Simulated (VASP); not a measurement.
BN: energy against strain

BN (layered hexagonal, P6_3/mmc, 10.456 Å³/atom and stress up to 0.29 GPa in the relaxed cell, c along z) under an equal strain ε along x and y, with z held. PBE in VASP (plane waves, PAW), 600 eV, 18×18×6 Γ-centred mesh, Gaussian smearing 0.05 eV; ions are relaxed, or left where forces stay under 0.02 eV/Å, within the symmetry of each cell. Against the start cell, which lies near the measured one, the relaxed cell differs by 15.7 % in volume and 14.8 % in c; the values below rest on it.

Here s stands for strain and y for E less E0.

```
strain (%)  E less E0 (meV/atom)
----------  --------------------
-1.50                      14.18
-1.00                       6.24
-0.50                       1.55
0.00                        0.00
0.50                        1.47
1.00                        5.84
1.50                       13.00
3.00                           ?
```

### Question
Using a parabola, estimate the missing y at s = 3.00 from the other rows, showing the fit.

### Answer
Least squares gives y = 0.000 - 0.3157·s + 6.0400·s². Residuals (row less fit): 0.116, -0.116, -0.118, 0.000, 0.118, 0.116, -0.116; standard error 0.143 (degrees of freedom: 4). Twice the quadratic coefficient over the volume, 2 × 6.0400 meV × 10⁴ × 0.1602 / 10.456 Å³, is the elastic constants 2(C11 + C12) = 1851 ± 19 GPa (± standard error of the fit, which holds the terms cut off). At the withheld row, y = 0.000 - 0.3157 × 3.0 + 6.0400 × 3.0² = 53.413 meV/atom. The calculation gives 50.21 meV/atom, 3.203 meV/atom below the prediction (6.4 % of the range of y in the table). The row lies outside the fitted rows, so this is an extrapolation. From the scatter of the fitted rows alone, a prediction at this place has a standard error of 0.546 meV/atom, so the miss is 5.9 times that.

A polynomial of degree 3 through the 12 other runs of the series gives 50.11 there, so most of the miss is curvature that the fit leaves out. For BN: without a dispersion term in the relaxation, distances and binding between the weakly bound layers, chains or molecules are unreliable, and so is what depends on them. Rows are the converged runs of the series near zero and its far end, less any whose ions stayed unrelaxed beside relaxed ones; series whose fitted rows scatter by over a few per cent of the range, as at a crossing or softening among them, aren't shown in this form. Most that stay on the fit to the last digits aren't either.
